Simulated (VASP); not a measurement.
These are PBE GGA, VASP's PBE PAW potentials (set 64) (plane waves; VASP) values and carry that method's errors.

VASP input:

**KPOINTS**
```
Automatic mesh
0
Gamma
10 10 10
0 0 0
```

POSCAR:
```
AuZn
1
    3.0876008664     0.0000000000     0.0000000000
    0.0000000000     3.0876008664     0.0000000000
    0.0000000000     0.0000000000     3.0876008664
Zn Au
1 1
Direct
  0.5000000000   0.5000000000   0.5000000000
  0.0000000000   0.0000000000   0.0000000000
```

INCAR:
```
SYSTEM = AuZn
PREC = Accurate; ENCUT = 480; LREAL = F
LASPH = T
EDIFF = 1E-7; NELM = 100; ALGO = Normal
LMAXMIX = 6
ISMEAR = 1; SIGMA = 0.1
GGA = PE
IBRION = 2; NSW = 30; ISIF = 2
EDIFFG = -0.01
LWAVE = F; LCHARG = F
```

POTCAR, in this order: Zn Au (PBE.64 set). Program: vasp_std.

Unless said otherwise, spin-orbit coupling is left out, though it shifts the bands of the heavy elements here.

Q: Predict the energy per atom (σ→0), pressure, band gap (on the k-mesh).

A: 
energy per atom (σ→0): -2.315 eV/atom
band gap (on the k-mesh): none (metal, semimetal or under 0.01 eV)
pressure: 14.40 GPa

### OSZICAR
```
...
DAV:   7    -0.463885368428E+01    0.30783E-01   -0.44880E-02  2194   0.480E+00    0.311E+00
DAV:   8    -0.463047406852E+01    0.83796E-02   -0.93162E-03  1904   0.115E+00    0.143E-01
DAV:   9    -0.463047225319E+01    0.18153E-05   -0.25936E-04  2085   0.324E-01    0.672E-02
DAV:  10    -0.463048463937E+01   -0.12386E-04   -0.33060E-05  2051   0.757E-02    0.213E-02
DAV:  11    -0.463048542907E+01   -0.78969E-06   -0.30866E-06  1988   0.314E-02    0.420E-03
DAV:  12    -0.463048530770E+01    0.12137E-06   -0.87769E-08  1148   0.104E-02    0.143E-03
DAV:  13    -0.463048524452E+01    0.63183E-07   -0.16066E-08   952   0.303E-03
   1 F= -.46304852E+01 E0= -.46303930E+01  d E =-.463049E+01
```

The compound is AuZn in the CsCl type structure. This cell was strained or had an atom moved on purpose. The electron count is odd and the run is not spin-polarised, which forces a metal.
